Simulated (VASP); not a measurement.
Input of a VASP 6.6.1 run:

INCAR

```
PREC = Accurate ; ENCUT = 600
EDIFF = 1E-7 ; ISMEAR = 0
SIGMA = 0.03 ; LREAL = False
LASPH = True ; NELM = 80
ALGO = Fast ; ISIF = 2
LWAVE = False ; LCHARG = False
GGA = CA ; IBRION = 2
NSW = 40 ; EDIFFG = -0.01
KPAR = 2
```

File KPOINTS:

```
regular mesh
0
Gamma
  4 4 4
```

The input POSCAR:

```
Cs2AgBiBr6                              
1.0
    0.0000000000      5.3902472222      5.3902472222
    5.3902472222      0.0000000000      5.3902472222
    5.3902472222      5.3902472222      0.0000000000
  Cs              Ag              Bi              Br            
     2     1     1     6
Direct
     0.2500000000000000    0.2500000000000000    0.2500000000000000
     0.7500000000000000    0.7500000000000000    0.7500000000000000
     0.5000000000000000    0.5000000000000000    0.5000000000000000
     0.0000000000000000    1.0000000000000000    0.0000000000000000
     0.2554494307185128    0.7445505692814872    0.2554494307185128
     0.2554494307185128    0.7445505692814872    0.7445505692814872
     0.7445505692814872    0.2554494307185128    0.7445505692814872
     0.7445505692814872    0.2554494307185128    0.2554494307185128
     0.2554494307185128    0.2554494307185128    0.7445505692814872
     0.7445505692814872    0.7445505692814872    0.2554494307185128
```

Potentials or basis: VASP PAW LDA potentials, release 64 (Cs_sv, Ag, Bi_d, Br).

Run with:

```sh
$ cat potpaw_LDA.64/Cs_sv/POTCAR potpaw_LDA.64/Ag/POTCAR potpaw_LDA.64/Bi_d/POTCAR potpaw_LDA.64/Br/POTCAR > POTCAR
$ mpirun -np 2 vasp_std > vasp.out
```

Problem. What does it give for the band gap on the k mesh?

Solution. 0.84 eV, indirect (least direct gap 2.29 eV).

Problem. Predict the energy gained by relaxing.

Solution. 0.4 meV/atom.

Final structure:
```cif
data_structure
_symmetry_space_group_name_H-M 'P 1'
_symmetry_Int_Tables_number 1
_cell_length_a 7.6230
_cell_length_b 7.6230
_cell_length_c 7.6230
_cell_angle_alpha 60.000
_cell_angle_beta 60.000
_cell_angle_gamma 60.000
_cell_volume 313.22
loop_
_atom_site_label
_atom_site_type_symbol
_atom_site_fract_x
_atom_site_fract_y
_atom_site_fract_z
_atom_site_occupancy
Cs1 Cs 0.25000 0.25000 0.25000 1
Cs2 Cs 0.75000 0.75000 0.75000 1
Ag1 Ag 0.50000 0.50000 0.50000 1
Bi1 Bi 0.00000 0.00000 0.00000 1
Br1 Br 0.25640 0.74360 0.25640 1
Br2 Br 0.25640 0.74360 0.74360 1
Br3 Br 0.74360 0.25640 0.74360 1
Br4 Br 0.74360 0.25640 0.25640 1
Br5 Br 0.25640 0.25640 0.74360 1
Br6 Br 0.74360 0.74360 0.25640 1
```

Caveat: spin-orbit coupling is left out, which as a rule narrows the gap of such compounds by several tenths of an eV. A k mesh can miss the band edges.
